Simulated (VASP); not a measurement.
VASP ran on this input.

INCAR:
```
LMAXMIX = 4   ! l cut-off of mixed one-centre charges
EDIFF = 1E-7
NELM = 100   ! most electronic steps
ISMEAR = 1   ! Methfessel-Paxton
ENCUT = 520
LCHARG = F
LASPH = T   ! aspherical one-centre terms
LREAL = F   ! projection in real space or not
SYSTEM = SrVO3
LWAVE = F
ISIF = 2   ! forces and stress, cell fixed
SIGMA = 0.1   ! width (eV)
PREC = Accurate
ALGO = Normal
```

File KPOINTS:
```
Automatic mesh
0
Gamma
8 8 8
0 0 0
```

### POSCAR
```
SrVO3
1
    3.7813018727     0.0000000000     0.0000000000
    0.0000000000     3.7813018727     0.0000000000
    0.0000000000     0.0000000000     3.7813018727
Sr V O
1 1 3
Direct
  0.0000000000   0.0000000000   0.0000000000
  0.5000000000   0.5000000000   0.5000000000
  0.5000000000   0.0000000000   0.5000000000
  0.0000000000   0.5000000000   0.5000000000
  0.5000000000   0.5000000000   0.0000000000
```

POTCAR, in this order: Sr_sv V_sv O (LDA.64 set). Program: vasp_std.

### Question
Write an equivalent input for Ansatz.

### Answer
One equivalent input (not run):
Ansatz 0.2 input:
```yaml
crystal:
  lattice:
    - [3.7813019, 0.0000000, 0.0000000]
    - [0.0000000, 3.7813019, 0.0000000]
    - [0.0000000, 0.0000000, 3.7813019]
  atoms:
    - { symbol: Sr, position: [0.0000000, 0.0000000, 0.0000000] }
    - { symbol: V, position: [0.5000000, 0.5000000, 0.5000000] }
    - { symbol: O, position: [0.5000000, 0.0000000, 0.5000000] }
    - { symbol: O, position: [0.0000000, 0.5000000, 0.5000000] }
    - { symbol: O, position: [0.5000000, 0.5000000, 0.0000000] }
kpoints:
  mp_grid: { grid: [8, 8, 8] }
hamiltonian:
  xc: lda
  pseudopotentials: { kind: paw }
scf:
  occupations: { method: methfessel_paxton, width: 0.1 }
  max_iter: 100
output: { forces: true, stress: true, eigenvalues: true }
```
The two are equivalent in intent, not identical: each code has its own PAW files, so the cut-off isn't converted (ENCUT is set for VASP's; basis.ecutwfc is left out, and Ansatz then takes the one that its files recommend); Ansatz stops its SCF on the density residual and VASP on the energy change (EDIFF); Ansatz's lda is the Perdew-Wang form, while the LDA potentials of VASP carry Perdew-Zunger's.

The compound is SrVO3 in the cubic perovskite structure. It was relaxed first.
